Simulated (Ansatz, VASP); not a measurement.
## Cross-check of CsPbCl3 between VASP and Ansatz

Aim: how closely do two programs agree when they are given the same cell, functional and k mesh? The cell is taken from a series of runs on this material, whose earlier steps may have relaxed, scaled, displaced or heated it; both programs get it as it stands.

Method: plane waves, with VASP 6.6.1 beside it; single point at HSE06, in Ansatz 0.2.0.

### 1. The starting structure

Symmetry: Pm-3m, No. 221, cubic system. Conventional cell: a = 5.773 Å, b = 5.773 Å, c = 5.773 Å, α = 90.00°, β = 90.00°, γ = 90.00°. Nearest to Cs lie 12 Cl at 4.08 Å. Pb has 6 Cl at 2.89 Å nearest. Nearest to Cl lie 2 Pb at 2.89 Å and 4 Cs at 4.08 Å. Farther neighbours and most contacts between anions are not listed.

### 2. VASP: single point, HSE06

A single point gives forces, pressure and levels at one fixed geometry, so differences don't come from the geometry; what else differs is listed under the comparison.

Lines of VASP's logs that name or quote its potential files are left out, and so is its time.

The run reads the wave functions of an earlier VASP run, which isn't shown here.

INCAR

```
SYSTEM = CsPbCl3
PREC = Accurate
ENCUT = 400
EDIFF = 1E-06
NELM = 100
ISMEAR = 0
SIGMA = 0.01
LREAL = .FALSE.
ALGO = Normal
LHFCALC = .TRUE.
AEXX = 0.25
GGA = PE
HFSCREEN = 0.208
LASPH = .TRUE.
NBANDS = 28
PRECFOCK = Fast
LORBIT = 11
LWAVE = .FALSE.
LCHARG = .FALSE.
ISIF = 2
```

POSCAR

```
CsPbCl3
1.0
    5.7731500000      0.0000000000      0.0000000000
    0.0000000000      5.7731500000      0.0000000000
    0.0000000000      0.0000000000      5.7731500000
Cs Pb Cl
1 1 3
Direct
    0.0000000000      0.0000000000      0.0000000000
    0.5000000000      0.5000000000      0.5000000000
    0.5000000000      0.5000000000      0.0000000000
    0.0000000000      0.5000000000      0.5000000000
    0.5000000000      0.0000000000      0.5000000000
```

KPOINTS

```
Automatic mesh
0
Gamma
2 2 2
0 0 0
```

Potentials, in the order of the species: Cs_sv, Pb_d and Cl (PBE family, release 64).

Started as:

```
$ export OMP_NUM_THREADS=3
$ mpirun -np 1 vasp_std
```

Numbers of over 12 decimals in the logs are rounded to 6 here.

The log of the run:

```text
[banner, memory and clock lines left out]
running    1 mpi-ranks, on    1 nodes
 distrk:  each k-point on    1 cores,    1 groups
 distr:  one band on    1 cores,    1 groups
 Offloading initialized ...    1 GPUs detected
 POSCAR found type information on POSCAR CsPbCl
 POSCAR found :  3 types and       5 ions
 LDA part: xc-table for (Slater+PW92), standard interpolation
 found WAVECAR, reading the header
 POSCAR, INCAR and KPOINTS ok, starting setup
 FFT: planning ... GRIDC
 FFT: planning ... GRID_SOFT
 FFT: planning ... GRID
 reading WAVECAR
 the WAVECAR file was read successfully
 initial charge from wavefunction
 entering main loop
       N       E                     dE             d eps       ncg     rms          rms(c)
DAV:   1    -0.204462159956E+02   -0.20446E+02   -0.78999E-01   256   0.698E+00    0.141E+00
DAV:   2    -0.204528781356E+02   -0.66621E-02   -0.42443E-02   244   0.974E-01    0.823E-01
DAV:   3    -0.204508569619E+02    0.20212E-02   -0.33319E-03   304   0.445E-01    0.486E-01
DAV:   4    -0.204503083830E+02    0.54858E-03   -0.83869E-04   252   0.205E-01    0.292E-01
DAV:   5    -0.204501765319E+02    0.13185E-03   -0.18826E-04   296   0.100E-01    0.175E-01
DAV:   6    -0.204501325064E+02    0.44026E-04   -0.33706E-05   280   0.479E-02    0.100E-01
DAV:   7    -0.204501191700E+02    0.13336E-04   -0.12117E-05   268   0.277E-02    0.573E-02
DAV:   8    -0.204501158767E+02    0.32933E-05   -0.44416E-06   264   0.166E-02    0.328E-02
DAV:   9    -0.204501154202E+02    0.45650E-06   -0.16229E-06   216   0.102E-02
   1 F= -.20450115E+02 E0= -.20450115E+02  d E =-.147914E-31
```

From OUTCAR (step 2):

```text
ion  position               nearest neighbor table
   1  0.000  0.000  0.000-
   2  0.500  0.500  0.500-   3 2.89   4 2.89   5 2.89   3 2.89   5 2.89   4 2.89
   3  0.500  0.500  0.000-   2 2.89   2 2.89
   4  0.000  0.500  0.500-   2 2.89   2 2.89
   5  0.500  0.000  0.500-   2 2.89   2 2.89

  LATTYP: Found a simple cubic cell.
 ALAT       =     5.7731500000

 Subroutine GETGRP returns: Found 48 space group operations
 (whereof 48 operations were pure point group operations)

The static configuration has the point symmetry O_h .

 Found      4 irreducible k-points:

   k-points           NKPTS =      4   k-points in BZ     NKDIM =      8   number of bands    NBANDS=     28

   dimension x,y,z NGX =    40 NGY =   40 NGZ =   40
   dimension x,y,z NGXF=    80 NGYF=   80 NGZF=   80

   ENCUT  =  400.0 eV  29.40 Ry    5.42 a.u.   9.41  9.41  9.41*2*pi/ulx,y,z

   NELECT =      44.0000    total number of electrons

 k-points in reciprocal lattice and weights: Automatic mesh
   0.00000000  0.00000000  0.00000000       0.125
   0.50000000  0.00000000  0.00000000       0.375
   0.50000000  0.50000000  0.00000000       0.375
   0.50000000  0.50000000  0.50000000       0.125

  exchange ACFDT corr.  =         0.00000000  see jH, gK, PRB 81, 115126

 average (electrostatic) potential at core
       1 -45.1031       2 -90.5865       3 -89.8148       4 -89.8148       5 -89.8148

 E-fermi :   0.2751

 k-point     1 :       0.0000    0.0000    0.0000
  band No.  band energies     occupation
    ...
     18      -2.1796      2.00000
     19      -2.1796      2.00000
     20      -2.0860      2.00000
     21      -2.0860      2.00000
     22      -2.0860      2.00000
     23       4.8002      0.00000
     24       5.9392      0.00000
     25       5.9392      0.00000
     26       6.8606      0.00000
     27       6.8606      0.00000
    ...

 k-point     2 :       0.5000    0.0000    0.0000
  band No.  band energies     occupation
    ...
     18      -2.2817      2.00000
     19      -2.2665      2.00000
     20      -2.1737      2.00000
     21      -2.1737      2.00000
     22      -1.3688      2.00000
     23       4.2071      0.00000
     24       6.1600      0.00000
     25       6.5783      0.00000
     26       6.5783      0.00000
     27       6.7795      0.00000
    ...

 k-point     3 :       0.5000    0.5000    0.0000
  band No.  band energies     occupation
    ...
     18      -2.3474      2.00000
     19      -2.3447      2.00000
     20      -2.3447      2.00000
     21      -1.7942      2.00000
     22      -0.5570      2.00000
     23       3.7744      0.00000
     24       3.7744      0.00000
     25       6.1977      0.00000
     26       6.9647      0.00000
     27       7.1615      0.00000
    ...

  Total        0.0985509      0.0985509      0.0985509     -0.0000000      0.0000000     -0.0000000
  in kB        0.8206018      0.8206018      0.8206018     -0.0000000      0.0000000     -0.0000000
  external PRESSURE =       0.8206018 kB  Pullay stress =       0.0000000 kB

  energy-cutoff  :      400.00
  volume of cell :      192.41
      direct lattice vectors                 reciprocal lattice vectors
     5.773150000  0.000000000  0.000000000     0.173215662  0.000000000  0.000000000
     0.000000000  5.773150000  0.000000000     0.000000000  0.173215662  0.000000000
     0.000000000  0.000000000  5.773150000     0.000000000  0.000000000  0.173215662

 POSITION                                       TOTAL-FORCE (eV/Angst)
 -----------------------------------------------------------------------------------
      0.00000      0.00000      0.00000         0.000000      0.000000      0.000000
      2.88658      2.88658      2.88658         0.000000      0.000000      0.000000
      2.88658      2.88658      0.00000         0.000000      0.000000      0.000000
      0.00000      2.88658      2.88658         0.000000      0.000000      0.000000
      2.88658      0.00000      2.88658         0.000000      0.000000      0.000000
 -----------------------------------------------------------------------------------
    total drift:                                0.000003      0.000013     -0.000007

  FREE ENERGIE OF THE ION-ELECTRON SYSTEM (eV)
  ---------------------------------------------------
  free  energy   TOTEN  =       -20.4501154202 eV

  energy  without entropy=      -20.4501154202  energy(sigma->0) =      -20.45011542

 total charge
# of ion       s       p       d       tot
------------------------------------------
    1        2.142   4.745   0.007   6.894
    2        1.581   0.303   9.863  11.747
    3        1.587   3.561   0.000   5.147
    4        1.587   3.561   0.000   5.147
    5        1.587   3.561   0.000   5.147
--------------------------------------------------
tot          8.483  15.730   9.870  34.083

[... 1 further part left out ...]
```

The run ends at a pressure of 0.08 GPa.

### 3. Ansatz: single point, HSE06

Ansatz runs on its PAW soft_1 files.

The same cell, functional and mesh now go to Ansatz, which takes its cutoff from its data sets.

input.yaml

```yaml
crystal:
  lattice:
    - [5.77315, 0.0, 0.0]
    - [0.0, 5.77315, 0.0]
    - [0.0, 0.0, 5.77315]
  atoms:
    - { symbol: Cs, position: [0.0, 0.0, 0.0] }
    - { symbol: Pb, position: [0.5, 0.5, 0.5] }
    - { symbol: Cl, position: [0.5, 0.5, 0.0] }
    - { symbol: Cl, position: [0.0, 0.5, 0.5] }
    - { symbol: Cl, position: [0.5, 0.0, 0.5] }
kpoints:
  mp_grid: { grid: [2, 2, 2] }
  band_path:
    path: [[0.0, 0.0, 0.0], [0.0, 0.5, 0.0], [0.5, 0.5, 0.0], [0.5, 0.5, 0.5]]
    npoints: 1
hamiltonian:
  xc: hse06
  pseudopotentials: { kind: paw, azcp: { folder: soft_1 } }
scf:
  occupations: { method: fixed }
  n_extra_bands: 5
output:
  eigenvalues: true
```

Started as:

```
$ ansatz run input.yaml --threads 2 --pin off --max-ram 73728MiB --backend cuda --events-out ev --progress --plain --runs-dir out --devices 1 --max-vram 13GiB
```

The log of the run:

```text
scf.n_extra_bands = 5 over 22 filled bands (N_el = 44.0): the run solves 27 bands
exact exchange: scf.exx.singularity resolves to wigner_seitz, which cuts the screened interaction at the faces of the exchange supercell's Wigner-Seitz cell, so that each pair interacts once, at the shortest of its separations (the periodic images that this leaves out come, for a point-like exchange hole, to about 0.001 eV on a filled level). The cut falls within the interaction's reach, and what an exchange supercel [...]
GPUs: using 1 of 1 available (devices: 1).
Engine: ansatz 0.2.0, x86_64-unknown-linux-gnu
Pseudopotentials: kind: paw
Pseudopotential: Cs, paw, valence charge 9, recommended cutoff 420 eV (normal), soft_1/Cs.paw.azcp
Pseudopotential: Pb, paw, valence charge 14, recommended cutoff 420 eV (normal), soft_1/Pb.paw.azcp
Pseudopotential: Cl, paw, valence charge 7, recommended cutoff 420 eV (normal), soft_1/Cl.paw.azcp
Functional definition: HSE06
  parameter a = 0.25
  parameter omega = 0.11/bohr
  exchange = pbe_x - a*pbe_x_sr(omega) + a*exact_x_sr(omega)
  correlation = pbe_c
davidson cushion auto → on  (no smearing: the cushion is to keep the highest requested band from converging to the state above it; pin scf.eigensolver.cushion to override)
device memory: the entry about to start is reckoned to put 1.2 GiB on a device that reports 63.3 GiB free (of which the cap on the GPU budget leaves the run 13.0 GiB)
GPU FFT provider: cuFFT
GPU libraries: cuBLAS 13.8.2, cuFFT 12.4.0, cuSOLVER 12.3.4
Crystal: 5 atoms, lattice volume = 192.415 Å³
Basis set: ecut = 420 eV, 3791 PW (Γ)
Bands: 27, of which v1, the nominal top of the filled ones, is band 22 counted from 1 (21 counted from 0)
Symmetry: 48 space group operations
Space group: Pm-3m (ITA 221), of the structure as read, at distance tolerance 5.8e-5 Å
k-points: 4 of 8
Non-local potential: Cs, projectors of the file, l = 0: 3, l = 1: 2, l = 2: 2, l = 3: 2
Non-local potential: Pb, projectors of the file, l = 0: 2, l = 1: 2, l = 2: 2, l = 3: 1
Non-local potential: Cl, projectors of the file, l = 0: 2, l = 1: 2, l = 2: 1
PAW form: soft (Blöchl's): semilocal exchange-correlation on the pseudo side does not see the compensation charge
PAW frozen core: Cs, regenerated for the run's functional, and the local potential with it (the file was generated under x = pbe(κ = 0.804, μ = 0.219515), c = pbe(β = 0.066725))
PAW frozen core: Pb, regenerated for the run's functional, and the local potential with it (the file was generated under x = pbe(κ = 0.804, μ = 0.219515), c = pbe(β = 0.066725))
PAW frozen core: Cl, regenerated for the run's functional, and the local potential with it (the file was generated under x = pbe(κ = 0.804, μ = 0.219515), c = pbe(β = 0.066725))
PAW one-centre angular grid: Cs, 194 points (default); XC on 96 Gauss nodes
PAW one-centre angular grid: Pb, 590 points (default); XC on 64 Gauss nodes
PAW one-centre angular grid: Cl, 110 points (default); XC on 64 Gauss nodes
Initial density: superposition of atomic densities (chi_scale 0.1, normalization cell, long waves kept (reshape's long-wave potential 0.01 eV rms))
Initial wavefunctions: pseudopotential atomic-orbital guess
GPU buffer pool allocated for 64000 grid points (all kernels)
GPU transforms: local potential and band sums: pruned to the plane-wave sphere, on 40×40×40
Functional: x = pbe(κ = 0.804, μ = 0.219515), c = pbe(β = 0.066725), warm-up for x = pbe(κ = 0.804, μ = 0.219515) + 0.25 (exact − pbe) at short range (hse, ω = 0.207870 Å⁻¹), c = pbe(β = 0.066725); HSE06 as pw.x's `hse` composes it (authors' and Libxc's form: `xc: wpbeh`)
SCF iter   1: F=—  HF=-20826.348437 eV  |F-HF|=—  |Δ(HF+E_count)|=         —  Δρ=2.08e-2  dr2=1.94e0  ethr=1.00e-1  ⟨swp⟩=5.8  Hψ=317  notcnv=0
preconditioner: auto → none  [insulator: Δε(μ)=2.042 eV  Ē_g=12.793 eV  n_scr=26 (ndim 8)  ℏωp=17.3 eV  f_vac=0.025]
SCF iter   2: F=—  HF=-20825.472426 eV  |F-HF|=—  |Δ(HF+E_count)|=   8.76e-1  Δρ=7.73e-3  dr2=1.99e-1  ethr=4.42e-3  ⟨swp⟩=5.2  Hψ=295  notcnv=0  defer=3
iter 3 solved again at ethr=2.40e-5 eV; its pass at ethr=4.52e-4 eV (dr2=1.05e-2 eV) is discarded
SCF iter   3: F=—  HF=-20825.438525 eV  |F-HF|=—  |Δ(HF+E_count)|=   3.39e-2  Δρ=2.71e-3  dr2=1.05e-2  ethr=2.40e-5  ⟨swp⟩=5.0  Hψ=627  notcnv=1  defer=1
SCF iter   4: F=—  HF=-20825.440257 eV  |F-HF|=—  |Δ(HF+E_count)|=   1.73e-3  Δρ=1.02e-3  dr2=2.22e-3  ethr=2.39e-5  ⟨swp⟩=4.5  Hψ=329  notcnv=0  defer=2
SCF iter   5: F=-20825.440684 eV  HF=-20825.440740 eV  |F-HF|=5.57e-5  |Δ(HF+E_count)|=   4.83e-4  Δρ=2.05e-4  dr2=8.07e-5  ethr=5.05e-6  ⟨swp⟩=4.8  Hψ=333  notcnv=0  defer=1
SCF 1 stopped early in 5 iterations: F = -20825.440684 eV  dr2 = 8.07e-5
  greatest PAW one-centre occupation: 0.983 electrons in one spin orbital (limit 2), on the Pb atom at site 1 (counted from 0), in its partial waves of l = 2
device memory: the entry about to start is reckoned to put 1.7 GiB on a device that reports 65.6 GiB free (of which the cap on the GPU budget leaves the run 13.0 GiB)
GPU FFT provider: cuFFT
GPU libraries: cuBLAS 13.8.2, cuFFT 12.4.0, cuSOLVER 12.3.4
Initial density: handed on by an earlier stage of this run
Initial wavefunctions: those handed on with the density
GPU buffer pool allocated for 64000 grid points (all kernels)
GPU transforms: local potential and band sums: pruned to the plane-wave sphere, on 40×40×40
Functional: x = pbe(κ = 0.804, μ = 0.219515) + 0.25 (exact − pbe) at short range (hse, ω = 0.207870 Å⁻¹), c = pbe(β = 0.066725); HSE06 as pw.x's `hse` composes it (authors' and Libxc's form: `xc: wpbeh`)
Exchange kernel: α = 0.2500, screened, ω = 0.2079 Å⁻¹, Wigner–Seitz truncation, v(0) = 966.3769 eV·Å³, q-mesh 2×2×2, nearest image of the exchange supercell L = 11.55 Å, pair-density grid 27×27×27, without the augmentation charges, whose exchange is taken in its separable form by FFT convolution over the k-point mesh (sized by the pseudopotential files, 40×40×40 at the most), smooth part of the exact exchange by density-matrix convolution in up to 1.40 GiB of GPU memory as planned if the GPU has room (build and FFT work areas not counted)
Frozen-core exchange: fock
SCF iter   1: F=—  HF=-20835.989184 eV  |F-HF|=—  |Δ(HF+E_count)|=         —  Δρ=3.58e-3  dr2=2.23e-2  ethr=1.83e-6  ⟨swp⟩=8.5  Hψ=583  notcnv=0
preconditioner: auto → none  [insulator: Δε(μ)=3.085 eV  Ē_g=11.896 eV  n_scr=26 (ndim 8)  ℏωp=15.1 eV  f_vac=0.082]
SCF iter   2: F=—  HF=-20835.981177 eV  |F-HF|=—  |Δ(HF+E_count)|=   8.01e-3  Δρ=1.36e-3  dr2=2.89e-3  ethr=1.83e-6  ⟨swp⟩=4.8  Hψ=404  notcnv=0
SCF iter   3: F=—  HF=-20835.987794 eV  |F-HF|=—  |Δ(HF+E_count)|=   6.62e-3  Δρ=5.82e-4  dr2=5.99e-4  ethr=1.83e-6  ⟨swp⟩=4.0  Hψ=352  notcnv=0
SCF iter   4: F=—  HF=-20835.987566 eV  |F-HF|=—  |Δ(HF+E_count)|=   2.28e-4  Δρ=7.47e-5  dr2=1.86e-5  ethr=1.26e-6  ⟨swp⟩=3.2  Hψ=273  notcnv=0
SCF iter   5: F=-20835.987623 eV  HF=-20835.987625 eV  |F-HF|=1.65e-6  |Δ(HF+E_count)|=   5.91e-5  Δρ=3.39e-5  dr2=2.91e-6  ethr=2.61e-8  ⟨swp⟩=4.5  Hψ=371  notcnv=0
SCF 2 stopped early in 5 iterations: F = -20835.987623 eV  dr2 = 2.91e-6
  greatest PAW one-centre occupation: 0.984 electrons in one spin orbital (limit 2), on the Pb atom at site 1 (counted from 0), in its partial waves of l = 2
hybrid outer 1: dexx = +8.109e-3 eV, tail = 2.72e-5 eV
GPU FFT provider: cuFFT
GPU libraries: cuBLAS 13.8.2, cuFFT 12.4.0, cuSOLVER 12.3.4
GPU buffer pool allocated for 64000 grid points (all kernels)
GPU transforms: local potential and band sums: pruned to the plane-wave sphere, on 40×40×40
Exchange kernel: α = 0.2500, screened, ω = 0.2079 Å⁻¹, Wigner–Seitz truncation, v(0) = 966.3769 eV·Å³, q-mesh 2×2×2, nearest image of the exchange supercell L = 11.55 Å, pair-density grid 27×27×27, without the augmentation charges, whose exchange is taken in its separable form by FFT convolution over the k-point mesh (sized by the pseudopotential files, 40×40×40 at the most), smooth part of the exact exchange by density-matrix convolution in up to 1.40 GiB of GPU memory as planned if the GPU has room (build and FFT work areas not counted)
Frozen-core exchange: fock
SCF iter   1: F=—  HF=-20835.987517 eV  |F-HF|=—  |Δ(HF+E_count)|=         —  Δρ=2.06e-5  dr2=5.61e-7  ethr=3.09e-7  ⟨swp⟩=3.2  Hψ=250  notcnv=0
preconditioner: auto → none  [insulator: Δε(μ)=3.072 eV  Ē_g=14.715 eV  n_scr=26 (ndim 8)  ℏωp=17.3 eV  f_vac=0.096]
SCF iter   2: F=-20835.987517 eV  HF=-20835.987517 eV  |F-HF|=1.59e-8  |Δ(HF+E_count)|=   2.95e-7  Δρ=9.09e-6  dr2=8.76e-8  ethr=9.28e-10  ⟨swp⟩=5.8  Hψ=403  notcnv=0
SCF 3 converged in 2 iterations: F = -20835.987517 eV  dr2 = 8.76e-8
hybrid outer 2: dexx = +3.263e-7 eV, tail = 2.11e-7 eV, Δε = 1.85e-3 eV (about 2.08e-4 eV left of the loop's levels)
device memory: the entry about to start is reckoned to put 0.7 GiB on a device that reports 61.9 GiB free (of which the cap on the GPU budget leaves the run 13.0 GiB)
NSCF: frozen V_eff on 4 k-points
hybrid SCF converged: 2 outer / 7 inner (+5 warm-up), last move |dexx| = 3.26e-7 eV, tail = 2.11e-7 eV
Stability not checked: this state was not tested for a lower state beside it, because the functional holds exact exchange (a hybrid, or Hartree-Fock), whose exchange loop this test does not read (fock_operator; see scf.lower_state_search)
Free energy (F): -20835.987517 eV
Frozen-core exchange: fock
Harris-Foulkes:  -20835.987517 eV  (|F-HF|=1.59e-8)
Internal energy: -20835.987517 eV  (E = F + TS)
E sigma→0 (E₀):  -20835.987517 eV
Fermi energy:    2.341289 eV
--- Per-component energies (eV) ---
  E_band       = -328.163507
  E_kinetic    = 892.149648
  E_local      = -2711.371672  (includes V_loc(G=0)·N_el)
  E_nonlocal   = 421.402847
  E_hartree    = 1020.441081
  E_xc         = -568.530996
  E_vxc        = -501.098816  (∫ρ·V_xc dr)
  E_exx        = -93.333131  (= α·E_x^exact, valence–valence)
  E_paw        = -17485.711986  (= ΣΔE_a)
  E_vpaw       = -283.461985  (= ΣTr[D̂ρ^β])
  E_aug_tail   = 0.000298  (compensation charges beyond the density's cutoff)
  E_ewald      = -2310.873110
  E_core_change = -0.160495  (= ΣΔE_core)
  E_smearing   = -0.000000  (= −TS)
  E_closure    = 0.000000  (closes the sum)
  Σ components = -20835.987517   (vs F -20835.987517, Δ=-3.64e-12)
--- Band table (eV) ---
  k-point 0: bands = [... 18 lower, -0.0257, 0.0676, 0.0676, 0.0676, 6.9548, 8.0896, 8.0896, 9.0065, ... 1 higher]
  k-point 1: bands = [... 18 lower, -0.1119, -0.0196, -0.0196, 0.7816, 6.3552, 8.3123, 8.7238, 8.7238, ... 1 higher]
  k-point 2: bands = [... 18 lower, -0.1893, -0.1893, 0.3610, 1.5923, 5.9221, 5.9221, 8.3376, 9.1137, ... 1 higher]
  k-point 3: bands = [... 18 lower, 0.3685, 0.3685, 0.3685, 2.3413, 5.4135, 5.4135, 5.4135, 8.7630, ... 1 higher]
```

### 4. Side by side

Known differences besides the potentials themselves: exact exchange at q = 0 is treated differently, which shows on coarse meshes; VASP keeps PBE cores, Ansatz makes them for the functional; fixed occupations in Ansatz, narrow Gaussian smearing in VASP; the cutoff is 420 eV in Ansatz and 400 eV in VASP; VASP takes a coarser grid for exact exchange (PRECFOCK = Fast). Total energies have different zeros and are not compared.

Both answers:

| quantity | Ansatz | VASP | difference |
| --- | --- | --- | --- |
| gap on the k mesh (eV) | 3.072 | 3.071 | +0.001 |

A gap on the mesh is an upper bound, since the band edges may lie between its points; neither run holds spin-orbit coupling, which can move the band edges of a compound of Pb.

### 5. Summary of results

- difference in gap on the k mesh (single point, HSE06): 0.0014 eV

The difference in gap on the k mesh is 0.0014 eV (single point, HSE06), within the 0.08 eV picked in this series as the mark of a large difference. How closely two codes agree says nothing of how well the functional describes the real material.

[Lines on the potential files, build, host, timing and source positions are cut from VASP's logs without a mark.]

[Logs are printed without paths, hosts, clocks, repeated set-up lines and the standing remarks that a program may print on its own settings, such as how far it seeks lower states.]

[Hosts, paths, dates, database ids (printed as entryN), source tags and the programs' standing remarks are cut or masked in the printed files.]
